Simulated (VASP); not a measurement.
OSZICAR of a VASP run on Ti (hcp):

**OSZICAR**
```
       N       E                     dE             d eps       ncg     rms          rms(c)
DAV:   1     0.245842699290E+03    0.24584E+03   -0.13376E+04  9480   0.180E+03
DAV:   2     0.105680634966E+02   -0.23527E+03   -0.23396E+03  9800   0.487E+02
DAV:   3    -0.166232935080E+02   -0.27191E+02   -0.27024E+02 18656   0.135E+02
DAV:   4    -0.178275196562E+02   -0.12042E+01   -0.12038E+01  9904   0.296E+01
DAV:   5    -0.178981527723E+02   -0.70633E-01   -0.70632E-01 15808   0.490E+00    0.113E+01
DAV:   6    -0.156201167963E+02    0.22780E+01   -0.90832E+00 11344   0.340E+01    0.272E+00
DAV:   7    -0.156102711496E+02    0.98456E-02   -0.76433E-01 14224   0.716E+00    0.200E+00
DAV:   8    -0.156330734525E+02   -0.22802E-01   -0.21038E-01 11328   0.613E+00    0.673E-01
DAV:   9    -0.156239046801E+02    0.91688E-02   -0.54229E-02 11656   0.261E+00    0.567E-02
DAV:  10    -0.156241056078E+02   -0.20093E-03   -0.20663E-03 15248   0.364E-01    0.798E-02
DAV:  11    -0.156241679640E+02   -0.62356E-04   -0.17995E-04 10944   0.112E-01    0.212E-02
DAV:  12    -0.156241597449E+02    0.82190E-05   -0.36775E-05 14448   0.436E-02    0.850E-03
DAV:  13    -0.156241605006E+02   -0.75570E-06   -0.73150E-07  7168   0.851E-03
   1 F= -.15624161E+02 E0= -.15624468E+02  d E =0.922176E-03
```

Question: Which electronic solver shows in the log?

Answer: It is blocked Davidson (ALGO = Normal, or the opening steps of other solvers). The INCAR had ALGO = Normal.

Question: Can the final energy be trusted as converged?

Answer: The calculation finished and met its thresholds. It stopped with EDIFF = 1E-6, NELM = 100 (PBE GGA, plane waves, VASP's PBE PAW potentials (set 64)).

The compound is Ti in the hcp structure. The cell was not relaxed at this level, atoms are displaced from their ideal sites. The run is one of a series of settings (ENCUT = 500 against the base run), some of them coarse on purpose.
